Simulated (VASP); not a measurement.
VASP ran on this input.

### POSCAR
```
V
1.0
 -1.4890856504   1.4890856504   1.4667493656
  1.4890856504  -1.4890856504   1.4667493656
  1.4890856504   1.4890856504  -1.4667493656
V
1
direct
  0.0000000000   0.0000000000   0.0000000000
```

File KPOINTS:
```
Automatic
0
Gamma
16 16 16
0 0 0
```

**INCAR**
```
LREAL = F
SYSTEM = V
LWAVE = F
ENCUT = 480
LASPH = T   ! aspherical one-centre terms
EDIFF = 1E-7   ! SCF stop (eV)
LMIXTAU = T
LMAXMIX = 4   ! l cut-off of mixed one-centre charges
SIGMA = 0.1
LCHARG = F
ALGO = Normal   ! blocked Davidson
NELM = 100   ! most electronic steps
METAGGA = R2SCAN
PREC = Accurate
ISIF = 2
ISMEAR = 1   ! Methfessel-Paxton
```

POTCAR, in this order: V_sv (PBE.64 set). Program: vasp_std.

### Question
Translate this r2SCAN calculation to Ansatz.

### Answer
One equivalent input (not run):
Ansatz 0.2 input:
```yaml
crystal:
  lattice:
    - [-1.4890857, 1.4890857, 1.4667494]
    - [1.4890857, -1.4890857, 1.4667494]
    - [1.4890857, 1.4890857, -1.4667494]
  atoms:
    - { symbol: V, position: [0.0000000, 0.0000000, 0.0000000] }
kpoints:
  mp_grid: { grid: [16, 16, 16] }
hamiltonian:
  xc: r2scan
  pseudopotentials: { kind: paw }
scf:
  occupations: { method: methfessel_paxton, width: 0.1 }
  max_iter: 100
output: { forces: true, stress: true, eigenvalues: true }
```
The two are equivalent in intent, not identical: each code has its own PAW files, so the cut-off isn't converted (ENCUT is set for VASP's; basis.ecutwfc is left out, and Ansatz then takes the one that its files recommend); Ansatz stops its SCF on the density residual and VASP on the energy change (EDIFF).

The compound is V in the bcc structure. This cell was strained or had an atom moved on purpose.
